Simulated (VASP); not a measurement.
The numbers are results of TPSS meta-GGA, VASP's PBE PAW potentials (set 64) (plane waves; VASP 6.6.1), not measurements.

VASP input:

File POSCAR:
```
Cr
1
    2.8800000000     0.0000000000     0.0000000000
    0.0000000000     2.8800000000     0.0000000000
    0.0000000000     0.0000000000     2.8800000000
Cr
2
Direct
  0.0000000000   0.0000000000   0.0000000000
  0.5000000000   0.5000000000   0.5000000000
```

**INCAR**
```
! general
SYSTEM   =  Cr
PREC     =  Accurate
ENCUT    =  400
LREAL    =  .FALSE.
LASPH    =  .TRUE.

! electronic loop
EDIFF    =  1E-6
NELM     =  100
ALGO     =  Normal
LMAXMIX  =  4
LMIXTAU  =  .TRUE.

! smearing
ISMEAR   =  1
SIGMA    =  0.1

! functional
METAGGA  =  TPSS

! spin
ISPIN    =  2
MAGMOM   =  1.5 -1.5

! ions
ISIF     =  2

! output
LWAVE    =  .FALSE.
LCHARG   =  .FALSE.
LORBIT   =  10
```

File KPOINTS:
```
Automatic
0
Gamma
11 11 11
0 0 0
```

POTCAR, in this order: Cr_pv (PBE.64 set). Program: vasp_std.

**Question.** What will the output report for the number of irreducible k-points (NKPTS), number of bands (NBANDS), largest plane-wave count, number of space-group operations, FFT grid (NGX, NGY, NGZ)?

**Answer.** 
```yaml
number of irreducible k-points (NKPTS): 56
number of bands (NBANDS): 16
largest_plane_wave_count: 461
number_of_space_group_operations: 48
FFT grid (NGX, NGY, NGZ): 20 × 20 × 20
```

The compound is Cr in the bcc, AFM order structure. The cell was not relaxed at this level. The run is one of a series of settings (GGA removed, LMIXTAU = .TRUE., METAGGA = TPSS against the base run), some of them coarse on purpose.
